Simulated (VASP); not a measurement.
An input for Ansatz (written as the equivalent of a VASP run, and not itself run):

Ansatz 0.2 input:
```yaml
crystal:
  lattice:
    - [0.0000000, 3.5700000, 3.5700000]
    - [3.5700000, 0.0000000, 3.5700000]
    - [3.5700000, 3.5700000, 0.0000000]
  atoms:
    - { symbol: Ba, position: [0.0000000, 0.0000000, 0.0000000] }
    - { symbol: Te, position: [0.5000000, 0.5000000, 0.5000000] }
kpoints:
  mp_grid: { grid: [6, 6, 6] }
hamiltonian:
  xc: pbe
  pseudopotentials: { kind: paw }
scf:
  occupations: { method: tetrahedron }
  max_iter: 100
output: { forces: true, stress: true, eigenvalues: true }
```

Question: Write the VASP files for the same calculation (PBE).

Answer: This is not unique; one that fits is 
### POSCAR
```
BaTe
7.140
  0.0000000000   0.5000000000   0.5000000000
  0.5000000000   0.0000000000   0.5000000000
  0.5000000000   0.5000000000   0.0000000000
Ba Te
1 1
Cartesian
  0.0000000000   0.0000000000   0.0000000000
  0.5000000000   0.5000000000   0.5000000000
```

INCAR:
```
SYSTEM = BaTe
PREC = Accurate
ENCUT = 400
EDIFF = 1E-6
NELM = 100
ALGO = Normal
LREAL = .FALSE.
LASPH = .TRUE.
ISMEAR = -5
GGA = PE
LMAXMIX = 4
LWAVE = .FALSE.
LCHARG = .FALSE.
ISIF = 2
```

### KPOINTS
```
Automatic mesh
0
Gamma
6 6 6
0 0 0
```

POTCAR, in this order: Ba_sv Te (PBE.64 set). Program: vasp_std.

Limits of the translation: each code has its own PAW files, so the cut-off isn't converted (ENCUT is set for VASP's; basis.ecutwfc is left out, and Ansatz then takes the one that its files recommend); Ansatz stops its SCF on the density residual and VASP on the energy change (EDIFF).

The compound is BaTe in the rock salt structure. The cell was not relaxed at this level. The run is one of a series of settings (ISMEAR = -5, SIGMA removed against the base run), some of them coarse on purpose.
